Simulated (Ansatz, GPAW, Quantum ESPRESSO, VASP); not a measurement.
One structure in several programs: NiGe (Pnma, 8 atoms in the cell)

Self-consistent single point, at a second geometry (lattice scaled by 0.98). First geometry:

```
CELL_PARAMETERS angstrom
      5.31046     0.00000     0.00000
      0.00000     3.43850     0.00000
      0.00000     0.00000     5.74995
ATOMIC_POSITIONS crystal
  Ni 0.50554 0.25000 0.69073
  Ni 0.49446 0.75000 0.30927
  Ni 0.99446 0.75000 0.19073
  Ni 0.00554 0.25000 0.80927
  Ge 0.68966 0.25000 0.08698
  Ge 0.31034 0.75000 0.91302
  Ge 0.81034 0.75000 0.58698
  Ge 0.18966 0.25000 0.41302
```

Shared settings, as Ansatz (an electronic-structure program) writes them: kpoints.mp_grid.grid = 4 5 3; scf.occupations.method = gaussian; scf.occupations.width = 0.05 eV. Potentials and cutoffs stand in the table.

| code | model | ΔF from the first geometry (meV/atom) | pressure (GPa) | largest force (eV/Å) | cutoff |
|---|---|---|---|---|---|
| Quantum ESPRESSO | PBE, PSlibrary ultrasoft (PBE) pseudopotentials | 72.4 | 21.32 | 0.293 | 50 Ry |
| VASP | PBE, VASP's PBE PAW potentials (set 64) | 63.3 | 18.03 | 0.258 | 300 eV |
| Ansatz | PBE, PAW files | 62.4 | 19.34 | 0.252 | 420 eV |
| GPAW | PBE, GPAW PAW datasets PBE (gpaw-data 1.0.1) | 66.6 | 20.50 | 0.253 | 800 eV |

For Quantum ESPRESSO (by 0.5 GPa) and VASP (by 1.5 GPa) the energy change implies a higher mean pressure, against the two pressures, than for the other programs: a sign of finite-basis (Pulay) stress.

Size of the force on each atom (eV/Å): Sizes of forces hide their directions.

| code | Ni1 | Ni2 | Ni3 | Ni4 | Ge5 | Ge6 | Ge7 | Ge8 |
|---|---|---|---|---|---|---|---|---|
| Quantum ESPRESSO | 0.293 | 0.293 | 0.293 | 0.293 | 0.281 | 0.281 | 0.281 | 0.281 |
| VASP | 0.258 | 0.258 | 0.258 | 0.258 | 0.222 | 0.222 | 0.222 | 0.222 |
| Ansatz | 0.252 | 0.252 | 0.252 | 0.252 | 0.222 | 0.222 | 0.222 | 0.222 |
| GPAW | 0.253 | 0.253 | 0.253 | 0.253 | 0.242 | 0.242 | 0.242 | 0.242 |

On Ansatz's run: spin polarisation is off.

The spread over the programs that give each value: ΔF from the first geometry within 10.0 meV/atom; pressure within 3.29 GPa; largest force within 0.041 eV/Å.

Ansatz's pressure is given at a fixed set of plane waves, as the other plane-wave codes print theirs; with its correction for the finite basis it is 19.45 GPa. In the pressure, Quantum ESPRESSO (by 1.40) and VASP (by 1.89) lie more than 1 GPa from the median of the plane-wave programs.

The shared mesh is coarse (it stands for a supercell whose shortest vector is 17 Å), so the values are not converged in it.

VASP's run is marked for a possible Pulay error in its stress at this cutoff; no cutoff test was made.

The starting cell comes from a database of computed structures (which also holds hypothetical and non-ambient phases and stackings), without a prior relaxation at this level. Its lattice was rescaled by a random factor within 2.5 % of one. For this run, on top of that: lattice scaled by 0.98.

Left out of this page: CP2K, Elk, FLEUR and SIESTA (not drawn, or without a comparable value).

Keys are those of Ansatz 0.2.
